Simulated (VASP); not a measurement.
# CaSc (Fm-3m) in VASP: a series of runs, part 2 of 2

VASP 6.6.1. The steps go on from the part before.

## 3. Relaxation of cell and atoms, RPBE

The input, INCAR:

```
ALGO = Normal ; EDIFF = 1E-7
EDIFFG = -0.005 ; ENCUT = 600
GGA = RP ; IBRION = 2
ISIF = 3 ; ISMEAR = 1
LASPH = True ; LCHARG = False
LREAL = False ; LWAVE = False
NELM = 60 ; NSW = 40
PREC = Accurate ; SIGMA = 0.1
```

The input, KPOINTS:

```
k-points
0
Gamma
  7 7 7
```

The input, POSCAR:

```
CaSc
1.0
    0.0000000000      3.2318700000      3.2318700000
    3.2318700000      0.0000000000      3.2318700000
    3.2318700000      3.2318700000      0.0000000000
Ca Sc
1 1
Direct
    0.5000000000      0.5000000000      0.5000000000
    0.0000000000      0.0000000000      0.0000000000
```

Potentials or basis: VASP PAW PBE potentials, release 64 (Ca_sv, Sc_sv).

Started as:

```sh
> cat potpaw_PBE.64/Ca_sv/POTCAR potpaw_PBE.64/Sc_sv/POTCAR > POTCAR
> mpirun -np 1 vasp_std > vasp.out
```

OUTCAR:

```text
EDIFF = 1E-7
   EDIFFG = -0.005
   ENCUT = 600
   GGA = RP
   IBRION = 2
   ISIF = 3
   ISMEAR = 1
   LASPH = True
   LREAL = False
   NELM = 60
   NSW = 40
   PREC = Accurate

 ion  position               nearest neighbor table
   1  0.500  0.500  0.500-   2 3.23   2 3.23   2 3.23   2 3.23   2 3.23   2 3.23
   2  0.000  0.000  0.000-   1 3.23   1 3.23   1 3.23   1 3.23   1 3.23   1 3.23

  LATTYP: Found a face centered cubic cell.
 ALAT       =     6.4637400000

  Lattice vectors:

 A1 = (   0.0000000000,   3.2318700000,   3.2318700000)
 A2 = (   3.2318700000,   0.0000000000,   3.2318700000)
 A3 = (   3.2318700000,   3.2318700000,   0.0000000000)

Analysis of symmetry for initial positions (statically):
=====================================================================
 Subroutine PRICEL returns:
 Original cell was already a primitive cell.

 Routine SETGRP: Setting up the symmetry group for a
 face centered cubic supercell.

 Subroutine GETGRP returns: Found 48 space group operations
 (whereof 48 operations were pure point group operations)
 out of a pool of 48 trial point group operations.

The static configuration has the point symmetry O_h .

Analysis of symmetry for dynamics (positions and initial velocities):
=====================================================================
 Subroutine PRICEL returns:
 Original cell was already a primitive cell.

 Routine SETGRP: Setting up the symmetry group for a
 face centered cubic supercell.

 Subroutine GETGRP returns: Found 48 space group operations
 (whereof 48 operations were pure point group operations)
 out of a pool of 48 trial point group operations.

The dynamic configuration has the point symmetry O_h .

 Subroutine INISYM returns: Found 48 space group operations
 (whereof 48 operations are pure point group operations),
 and found     1 'primitive' translations

----------------------------------------------------------------------------------------

                                     Primitive cell

  volume of cell :      67.5137
[... 102 lines left out ...]
   IMIX   =      4    mixing-type and parameters
     AMIX     =   0.40;   BMIX     =  1.00
     AMIX_MAG =   1.60;   BMIX_MAG =  1.00
  volume/ion in A,a.u.               =      33.76       227.80
  Fermi-wavevector in a.u.,A,eV,Ry     =   1.109219  2.096120 16.740163  1.230367
  Thomas-Fermi vector in A             =   2.245756
   LORBIT       =      0    0 simple, 1 ext, 2 COOP (PROOUT), +10 PAW based schemes
   GGA     = RP    functional components
   LHFCALC =     F    Hartree Fock is set to
   AEXX    =    0.0000 exact exchange contribution
   IVDW    =     0    specifies the selected vdW correction
   LEPSILON=     F    determine dielectric tensor
   LRPA    =     F    only Hartree local field effects (RPA)
 conjugate gradient relaxation of ions
 non-spin polarized calculation
 Methfessel and Paxton  Order N= 1 SIGMA  =   0.10
  energy-cutoff  :      600.00
  volume of cell :       67.51
 maximum number of plane-waves:      2266
 NGX is ok and might be reduce to    40
   NGX = 19   NGY = 19   NGZ = 19

--------------------------------------- Ionic step        1  -------------------------------------------

 number of electron      21.0000000 magnetization

 Free energy of the ion-electron system (eV)
  ---------------------------------------------------
  ext. energy  EPLUGINS =         0.00000000
  ---------------------------------------------------
  free energy    TOTEN  =        -6.03601347 eV

  energy without entropy =       -6.03475778  energy(sigma->0) =       -6.03559491

------------------------ aborting loop because EDIFF is reached ----------------------------------------

  FORCE on cell =-STRESS in cart. coord.  units (eV):
  Direction    XX          YY          ZZ          XY          YZ          ZX
  --------------------------------------------------------------------------------------
  -------------------------------------------------------------------------------------
  Total        0.5255535      0.5255535      0.5255535      0.0000000      0.0000000     -0.0000000
  in kB       12.4719930     12.4719930     12.4719930      0.0000000      0.0000000     -0.0000000
  external PRESSURE =      12.4719930 kB  Pullay stress =       0.0000000 kB
[... 95 lines left out ...]
--------------------------------------- Ionic step        4  -------------------------------------------

 number of electron      21.0000000 magnetization

 Free energy of the ion-electron system (eV)
  ---------------------------------------------------
  ext. energy  EPLUGINS =         0.00000000
  ---------------------------------------------------
  free energy    TOTEN  =        -6.05143196 eV

  energy without entropy =       -6.05208628  energy(sigma->0) =       -6.05165007

 E-fermi :   2.3865     XC(G=0):  -8.2134

 val. band max:        2.3783608860   @ k =   0.0000   0.0000   0.0000
 cond. band min:       2.4184503342   @ k =   0.4286   0.2857   0.0000
 fundamental gap:      0.0400894482
 Fermi energy:         2.3865089624

 k-point     1 :       0.0000    0.0000    0.0000
  band No.  band energies     occupation
      1     -48.3899      2.00000
      2     -39.3120      2.00000
      3     -26.9457      2.00000
      4     -26.9457      2.00000
      5     -26.9457      2.00000
      6     -20.2634      2.00000
      7     -20.2634      2.00000
      8     -20.2634      2.00000
      9      -1.9316      2.00000
     10       2.3139      1.93723
     11       2.3139      1.93723
     12       2.3139      1.93722
     13       2.3784      1.13741
     14       2.3784      1.13740
[... 350 lines left out ...]
  FREE ENERGIE OF THE ION-ELECTRON SYSTEM (eV)
  ---------------------------------------------------
  free  energy   TOTEN  =        -6.0514319620 eV

  energy  without entropy=       -6.0520862817  energy(sigma->0) =       -6.05165007

 reached required accuracy - stopping structural energy minimisation
```

OSZICAR:

```text
N       E                     dE             d eps       ncg     rms          rms(c)
DAV:   1     0.249462737630E+03    0.24946E+03   -0.10402E+04   560   0.154E+03
DAV:   2     0.915354444492E+01   -0.24031E+03   -0.23729E+03   736   0.523E+02
DAV:   3    -0.629261235195E+01   -0.15446E+02   -0.14854E+02   912   0.123E+02
[... 47 lines left out ...]
DAV:   6    -0.605143078404E+01   -0.57257E-05   -0.74460E-06   820   0.221E-02    0.357E-03
DAV:   7    -0.605143193570E+01   -0.11517E-05   -0.26229E-06   944   0.118E-02    0.749E-04
DAV:   8    -0.605143210491E+01   -0.16922E-06   -0.86828E-08   370   0.289E-03    0.493E-04
DAV:   9    -0.605143196595E+01    0.13896E-06   -0.48224E-08   370   0.227E-03    0.107E-04
DAV:  10    -0.605143196204E+01    0.39117E-08   -0.12275E-08   310   0.125E-03
   4 F= -.60514320E+01 E0= -.60516501E+01  d E =-.154185E-01
```

Wall time 2.6 min (1 thread of Intel Xeon Platinum 8259CL at 2.50GHz (Skylake/Cascade Lake), shared host); peak memory 0.24 GiB.

What came out:

| Item | Value |
| --- | --- |
| Free energy | -6.0514 eV |
| Relaxed volume | 35.82 Å³/atom |
| Relaxed cell | a = 4.662 Å, b = 4.662 Å, c = 4.662 Å, α = 60.00°, β = 60.00°, γ = 60.00° |
| Space group after relaxing (to 0.05 Å) | Fm-3m (No. 225) |
| Energy gained by relaxing | 7.7 meV/atom |
| Ionic steps | 4 |
| Pressure after relaxing | 0.0 GPa |

Step by step:
```csv
step,energy change (eV),largest force (eV/Å),pressure (GPa),volume (Å³)
1,0.0000,0.0000,1.25,67.51
2,-0.0134,0.0000,0.43,70.11
3,-0.0154,0.0000,-0.03,71.74
4,-0.0154,0.0000,0.00,71.63
```

Final structure:
```
Ca Sc
1.0
     0.00000    3.29632    3.29632
     3.29632    0.00000    3.29632
     3.29632    3.29632    0.00000
Ca Sc
1 1
Direct
  0.50000 0.50000 0.50000
  0.00000 0.00000 0.00000
```

Caveat: the bands computed are all filled at some k points, so no gap is given; the PAW data sets were made with another functional, which shifts forces and pressure a little.

## 4. For comparison

An earlier run on the cell as given: functional PBE; potentials or basis VASP PAW PBE potentials, release 64 (Ca_sv, Sc_sv); cutoff 520 eV; k mesh 7 × 7 × 7; occupations fermi-dirac, width 0.05 eV; no spin polarisation.

* Pressure: 0.0 GPa
* Band gap on the k mesh: none (metal or under the smearing width)

## 5. Overview

| task | level | cell | cutoff (eV) | smearing | pressure (GPa) | relaxed volume (Å³/atom) |
| --- | --- | --- | --- | --- | --- | --- |
| relaxation of cell and atoms | PBE | relaxed | 600 | methfessel-paxton 0.1 eV | 0.0 | 33.82 |
| relaxation of cell and atoms | RPBE | relaxed | 600 | methfessel-paxton 0.1 eV | 0.0 | 35.82 |
| single point | PBE | as given | 520 | fermi-dirac 0.05 eV | 0.0 | - |

Alike in all rows: potentials or basis VASP PAW PBE potentials, release 64 (Ca_sv, Sc_sv); no spin polarisation; k mesh 7 × 7 × 7.

Caveats: the bands computed are all filled at some k points, so no gap is given (some runs); the PAW data sets were made with another functional, which shifts forces and pressure a little (some runs).

Absolute energies hang on the potentials; compare differences alone.
